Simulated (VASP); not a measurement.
Here is the system:

```xyz
10
Lattice="4.7752 -2.4747 0.0109 4.7752 2.4747 0.0109 3.4834 0.0000 4.0979" Properties=species:S:1:pos:R:3 pbc="T T T"
Cr    11.0394     0.0000     3.4893
Cr     4.5226     0.0000     1.4295
Cr     1.9943     0.0000     0.6303
Cr     8.5111     0.0000     2.6902
O      5.0001    -0.9524     3.0789
O      5.3974     1.7135     1.8218
O      8.0336     0.9524     1.0408
O      7.1391     0.7612     3.8707
O      7.6363    -1.7135     2.2979
O      5.8946    -0.7612     0.2489
```
Starting moments (μB, in the order of the record's atoms Cr Cr Cr Cr O O O O O O): -2.8 -2.8 2.8 2.8 0.0 0.0 0.0 0.0 0.0 0.0.

All values below come from r2SCAN meta-GGA, VASP's PBE PAW potentials (set 64) (plane waves; VASP). Settings: 520 eV cut-off, 6×6×6 Γ-centred mesh, tetrahedra with Blöchl corrections, potentials Cr_pv O.

The cores are frozen, which limits the accuracy of field gradients.

Give the principal components of the electric field gradient (V/Å²) and the asymmetry η at each nucleus.

```
atom   Vxx   Vyy    Vzz     η
----  ----  ----  -----  ----
Cr1    0.4   0.4   -0.9  0.00
Cr2    0.4   0.4   -0.9  0.00
Cr3    0.4   0.4   -0.9  0.00
Cr4    0.4   0.4   -0.9  0.00
O5    26.9  12.8  -39.7  0.36
O6    26.9  12.8  -39.7  0.36
O7    26.9  12.8  -39.7  0.36
O8    26.9  12.8  -39.7  0.36
O9    26.9  12.8  -39.7  0.36
O10   26.9  12.8  -39.7  0.36
```

The compound is Cr2O3 in the corundum structure. It was relaxed first.
